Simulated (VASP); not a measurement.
Energy against volume of Li2O (antifluorite). All values below come from PBE GGA, VASP's PBE PAW potentials (set 64) (plane waves; VASP 6.6.1). Numerical set-up: 520 eV cut-off, 10×10×10 Γ-centred mesh, Gaussian smearing of 0.050 eV, potentials Li_sv O.

```csv
V (Å³/atom),E (eV/atom)
7.990,-4.77965
8.237,-4.78238
8.484,-4.78127
8.731,-4.77686
```

Fit these four points and predict the energy of the run at 7.743 Å³/atom.

A cubic in V^(−2/3), the third-order Birch-Murnaghan form, passes through the four points with V0 = 8.28 Å³/atom and B0 = 81 GPa, and gives -4.7724 eV/atom there. The run gave -4.7725 eV/atom, -0.1 meV/atom from the fit; all five points give B0 = 81 GPa.

The compound is Li2O in the antifluorite structure. It was relaxed first.
